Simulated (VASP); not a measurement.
Set up this calculation in VASP 6.6.1, as the native input.

| Item | Value |
| --- | --- |
| Task | single point |
| Functional | PBE |
| Potentials or basis | VASP PAW PBE potentials, release 64 (C, Pd) |
| Cutoff | 520 eV |
| k mesh | 2 × 2 × 1 |
| Occupations | gaussian, width 0.02 eV |
| Spin | no spin polarisation |
| Dipole correction | no |
| Further INCAR settings | LREAL = Auto; ALGO = Fast; EDIFF = 1e-06; NBANDS = 56 |

The structure of PdC18 lies in POSCAR:

```
PdC18
1.0
    7.3980000000      0.0000000000      0.0000000000
   -3.6990000000      6.4068560000      0.0000000000
    0.0000000000      0.0000000000     13.0000000000
C Pd
18 1
Direct
    0.0036615577      0.0025525112      0.0754110063
    0.2263753007      0.1148852365      0.0753931268
    0.0035794472      0.3356655333      0.0733310744
    0.2260130840      0.4484407441      0.0741031587
    0.0040654471      0.6690323702      0.0742658173
    0.2265065852      0.7817999000      0.0732693408
    0.3369571525      0.0024812680      0.0751469557
    0.5596638283      0.1149127558      0.0752465286
    0.3349347577      0.3343737725      0.0786877978
    0.5587631815      0.4462224768      0.0869717202
    0.3364745400      0.6690946083      0.0738940485
    0.5591201237      0.7830646039      0.0784321176
    0.6703512207      0.0025728207      0.0753024595
    0.8930911920      0.1149986742      0.0752339320
    0.6709661662      0.3344419609      0.0784632300
    0.8935920666      0.4483669092      0.0740993036
    0.6712928108      0.6712438929      0.0869848696
    0.8951260743      0.7830580130      0.0787520879
    0.6139810637      0.5586599483      0.2439349247
```

The cell was built by a generator and needn't be a form met in nature.

One way to write it, as run:

INCAR

```
SYSTEM = PdC18
ALGO = Fast
EDIFF = 1E-6
ENCUT = 520
GGA = PE
ISIF = 2
ISMEAR = 0
LASPH = .True.
LCHARG = .False.
LREAL = Auto
LWAVE = .False.
NBANDS = 56
NELM = 80
PREC = Accurate
SIGMA = 0.02
```

KPOINTS

```
k-points
0
Gamma
  2 2 1
  0 0 0
```

Potentials or basis: VASP PAW PBE potentials, release 64 (C, Pd).

Command:

```console
$ cat potpaw_PBE.64/C/POTCAR potpaw_PBE.64/Pd/POTCAR > POTCAR
$ mpirun -np 1 vasp_std > vasp.out
```

Results of the run:

```
Largest force          : 0.029 eV/Å
Band gap on the k mesh : 0.08 eV, direct
```

Caveat: the k mesh is coarse (spacing up to 0.49 Å⁻¹), so the values aren't converged.

Wall time 9 min on 1 thread of Intel(R) Xeon(R) Platinum 8259CL CPU @ 2.50GHz (Skylake/Cascade Lake), on a shared host, peak memory 0.65 GiB.
